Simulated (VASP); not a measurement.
Method: optB88-vdW, VASP's PBE PAW potentials (set 64) (plane waves; VASP).

Input for VASP

KPOINTS:
```
Regular mesh
0
Gamma
 12 12 12
0 0 0
```

POSCAR:
```
RuAl
3.0608870
  0.9999998765   0.0000000000   0.0000000000
  0.0000000000   0.9999998765   0.0000000000
  0.0000000000   0.0000000000   0.9999998765
Al Ru
1 1
Direct
  0.5000000000   0.5000000000   0.5000000000
  0.0000000000   0.0000000000   0.0000000000
```

**INCAR**
```
AGGAC=0.0
ALGO=Normal
EDIFF=1E-7
ENCUT=520
GGA=BO
ISIF=2
ISMEAR=1
LASPH=.TRUE.
LCHARG=.FALSE.
LMAXMIX=4
LREAL=.FALSE.
LUSE_VDW=.TRUE.
LWAVE=.FALSE.
NELM=100
PARAM1=0.1833333333
PARAM2=0.22
PREC=Accurate
SIGMA=0.1
SYSTEM=RuAl
```

POTCAR, in this order: Al Ru_pv (PBE.64 set). Program: vasp_std.

Q: What will the output report for the number of irreducible k-points (NKPTS), largest plane-wave count, number of space-group operations, FFT grid (NGX, NGY, NGZ)?

A: 
The number of irreducible k-points (NKPTS) is 84 and the largest plane-wave count is 804. The number of space-group operations is 48 and the FFT grid (NGX, NGY, NGZ) is 24 × 24 × 24.

The compound is RuAl in the CsCl type structure. This cell is one point of a volume scan, at 1.06 of the reference volume. The electron count is odd and the run is not spin-polarised, which forces a metal.
